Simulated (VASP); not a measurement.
All values below come from RPBE GGA, VASP's PBE PAW potentials (set 64) (plane waves; VASP 6.6.1).

The input files of a VASP run:

POSCAR:
```
W
1
   -1.5672708039     1.5672708039     1.5672708039
    1.5672708039    -1.5672708039     1.5672708039
    1.5672708039     1.5672708039    -1.5672708039
W
1
Direct
  0.0000000000   0.0000000000   0.0000000000
```

### INCAR
```
ALGO = Normal
EDIFF = 1E-7
ENCUT = 520
GGA = RP
ISIF = 2
ISMEAR = 1
LASPH = .TRUE.
LCHARG = .FALSE.
LMAXMIX = 6
LREAL = .FALSE.
LWAVE = .FALSE.
NELM = 100
PREC = Accurate
SIGMA = 0.1
SYSTEM = W
```

File KPOINTS:
```
K-points
0
gamma
16 16 16
```

POTCAR, in this order: W_sv (PBE.64 set). Program: vasp_std.

Output

File OSZICAR:
```
       N       E                     dE             d eps       ncg     rms          rms(c)
DAV:   1     0.772136295655E+02    0.77214E+02   -0.77940E+03  3198   0.145E+03
DAV:   2    -0.113857120582E+02   -0.88599E+02   -0.85947E+02  3406   0.338E+02
DAV:   3    -0.129009708906E+02   -0.15153E+01   -0.14951E+01  3620   0.434E+01
DAV:   4    -0.129092836214E+02   -0.83127E-02   -0.83117E-02  3436   0.344E+00
DAV:   5    -0.129093476866E+02   -0.64065E-04   -0.64067E-04  3608   0.308E-01    0.218E+01
DAV:   6    -0.124713994460E+02    0.43795E+00   -0.50406E-01  3421   0.977E+00    0.905E+00
DAV:   7    -0.123519023533E+02    0.11950E+00   -0.29994E-01  3499   0.710E+00    0.606E-01
DAV:   8    -0.123488392633E+02    0.30631E-02   -0.45115E-03  3289   0.103E+00    0.161E-01
DAV:   9    -0.123487251386E+02    0.11412E-03   -0.23752E-04  3585   0.216E-01    0.414E-02
DAV:  10    -0.123487190248E+02    0.61138E-05   -0.27650E-05  3505   0.760E-02    0.554E-03
DAV:  11    -0.123487192911E+02   -0.26630E-06   -0.38895E-07  3213   0.893E-03    0.696E-04
DAV:  12    -0.123487192125E+02    0.78663E-07   -0.10966E-08  1966   0.179E-03
   1 F= -.12348719E+02 E0= -.12348552E+02  d E =-.501961E-03
```

OUTCAR:
```
------------------------ aborting loop because EDIFF is reached ----------------------------------------
  FORCE on cell =-STRESS in cart. coord.  units (eV):
  Direction    XX          YY          ZZ          XY          YZ          ZX
  --------------------------------------------------------------------------------------
  Total        1.9094558      1.9094558      1.9094558      0.0000000      0.0000000     -0.0000000
  in kB      198.6680645    198.6680645    198.6680645      0.0000000      0.0000000     -0.0000000
  external PRESSURE =     198.6680645 kB  Pullay stress =       0.0000000 kB
  volume of cell :       15.40
      direct lattice vectors                 reciprocal lattice vectors
    -1.567270804  1.567270804  1.567270804     0.000000000  0.319025914  0.319025914
     1.567270804 -1.567270804  1.567270804     0.319025914  0.000000000  0.319025914
     1.567270804  1.567270804 -1.567270804     0.319025914  0.319025914  0.000000000
 POSITION                                       TOTAL-FORCE (eV/Angst)
 -----------------------------------------------------------------------------------
      0.00000      0.00000      0.00000         0.000000     -0.000000      0.000000
 -----------------------------------------------------------------------------------
    total drift:                               -0.000000     -0.000000      0.000000
  FREE ENERGIE OF THE ION-ELECTRON SYSTEM (eV)
  ---------------------------------------------------
  free  energy   TOTEN  =       -12.3487192125 eV

  energy  without entropy=      -12.3482172519  energy(sigma->0) =      -12.34855189
```
(Selected blocks of OUTCAR.)

The compound is W in the bcc structure. This cell is one point of a volume scan, at 0.94 of the reference volume.
